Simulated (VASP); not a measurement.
KMg6Ti: band structure with vdW-DF-cx

The system is KMg6Ti.

```
Ti K Mg
1.0
     5.28092    0.00000    0.00000
     0.00000    3.32535    5.63971
     0.00000   -3.32535    5.63971
Ti K Mg
1 1 6
Direct
  0.00000 0.91614 0.91614
  0.50000 0.58367 0.58367
  0.50000 0.07662 0.07662
  0.50000 0.07183 0.60837
  0.50000 0.60837 0.07183
  0.00000 0.40631 0.40631
  0.00000 0.40695 0.93012
  0.00000 0.93012 0.40695
```

The cell comes from a database or a generator and needn't be the stable form of this composition.

```
Program                : VASP 6.6.1
Task                   : band structure
Functional             : vdW-DF-cx
Potentials or basis    : VASP PAW PBE potentials, release 64 (Ti_sv, K_sv, Mg)
Cutoff                 : 520 eV
k mesh                 : 5 × 5 × 5
Occupations            : methfessel-paxton, width 0.1 eV
Spin                   : no spin polarisation
Further INCAR settings : ALGO = Normal; EDIFF = 1e-06; NBANDS = 26
```

```json
{"Band gap along the path": "none (metal or under the smearing width)"}
```

Levels at the corners of the path, in eV from the Fermi level:
```csv
point,band 14,band 15,band 16,band 17,band 18,band 19
Γ,-1.29,-1.17,-0.85,0.11,0.13,0.25
X,-0.65,-0.41,-0.14,0.18,0.56,0.59
X,-0.65,-0.41,-0.14,0.18,0.56,0.59
S,-0.68,-0.07,-0.04,0.06,0.25,0.60
S,-0.68,-0.07,-0.04,0.06,0.25,0.60
R,-1.46,-1.33,-0.91,0.09,0.37,0.78
R,-1.46,-1.33,-0.91,0.09,0.37,0.78
A,-2.41,-0.20,0.02,0.03,0.32,0.74
A,-2.41,-0.20,0.02,0.03,0.32,0.74
Z,-1.06,-0.89,-0.52,-0.45,-0.35,0.00
Z,-1.06,-0.89,-0.52,-0.45,-0.35,0.00
Γ,-1.29,-1.17,-0.85,0.11,0.13,0.25
Γ,-1.29,-1.17,-0.85,0.11,0.13,0.25
Y,-0.66,-0.08,-0.07,0.08,0.29,0.61
Y,-0.66,-0.08,-0.07,0.08,0.29,0.61
X1,-0.65,-0.41,-0.14,0.18,0.56,0.59
X1,-0.65,-0.41,-0.14,0.18,0.56,0.59
A1,-2.41,-0.20,0.02,0.03,0.32,0.74
A1,-2.41,-0.20,0.02,0.03,0.32,0.74
T,-1.55,-1.38,-0.94,0.08,0.37,0.81
T,-1.55,-1.38,-0.94,0.08,0.37,0.81
Y,-0.66,-0.08,-0.07,0.08,0.29,0.61
Z,-1.06,-0.89,-0.52,-0.45,-0.35,0.00
T,-1.55,-1.38,-0.94,0.08,0.37,0.81
```

It took 7.3 min on 1 thread of AMD EPYC 9R45 96-Core Processor (Zen 5), with other jobs on the host, peak memory 1.2 GiB.

Caveat: the log is that of the step along the path at fixed density, whose energy, stress, charges and moments have no meaning.
